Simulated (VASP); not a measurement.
VASP input:

INCAR:
```
! general
SYSTEM =PtAu
PREC   =Accurate
ENCUT  =400
LREAL  =.False.
LASPH  =.True.

! electronic loop
EDIFF  =1E-6
NELM   =100
ALGO   =Normal
LMAXMIX=6

! smearing
ISMEAR =1
SIGMA  =0.1

! functional
GGA    =PS

! ions
IBRION =2
NSW    =60
ISIF   =3
EDIFFG =-0.01

! output
LWAVE  =.False.
LCHARG =.False.
```

**KPOINTS**
```
Regular mesh
0
gamma
14 14 7
0 0 0
```

POSCAR:
```
PtAu
1
    2.7813413034     0.0000000000    -0.0000000000
   -1.3906706517     2.4087118832     0.0000000000
    0.0000000000     0.0000000000     4.7750284899
Pt Au
1 1
Direct
  0.6666670000   0.3333330000   0.0000000000
  1.0000000000   0.0000000000   0.5000000000
```

POTCAR, in this order: Pt Au (PBE.64 set). Program: vasp_std.

Question: Translate this PBEsol calculation to Quantum ESPRESSO's pw.x.

Answer: One equivalent input (not run):
```
&CONTROL
  calculation = 'vc-relax'
  pseudo_dir = './pseudo'
  outdir = './out'
  tprnfor = .true.
  tstress = .true.
  nstep = 60
  forc_conv_thr = 0.00039
/
&SYSTEM
  ibrav = 0
  nat = 2
  ntyp = 2
  ecutwfc = 84
  occupations = 'smearing'
  smearing = 'methfessel-paxton'
  degauss = 0.00735
  input_dft = 'pbesol'
/
&ELECTRONS
  conv_thr = 7.3e-08
  electron_maxstep = 100
/
&IONS
/
&CELL
/
ATOMIC_SPECIES
  Pt 195.084 Pt.upf
  Au 196.967 Au.upf
CELL_PARAMETERS angstrom
     2.7813413    0.0000000   -0.0000000
    -1.3906707    2.4087119    0.0000000
     0.0000000    0.0000000    4.7750285
ATOMIC_POSITIONS crystal
  Pt   0.6666670  0.3333330  0.0000000
  Au   1.0000000  0.0000000  0.5000000
K_POINTS automatic
  14 14 7 0 0 0
```
What does not carry over: the potentials are each code's own (VASP's PAW set, PseudoDojo norm-conserving files in pw.x), so ENCUT and ecutwfc are chosen apart and not converted; conv_thr bounds pw.x's estimated SCF error, while EDIFF bounds the energy change between steps; forc_conv_thr acts on force components and is met together with etot_conv_thr.

The structure comes from a computed database's PtAu entry (P-6m2); how it stands against other phases isn't given here. This run relaxes it. Symmetry was kept, so distortions that lower it aren't found. The start is the result of an earlier pass.
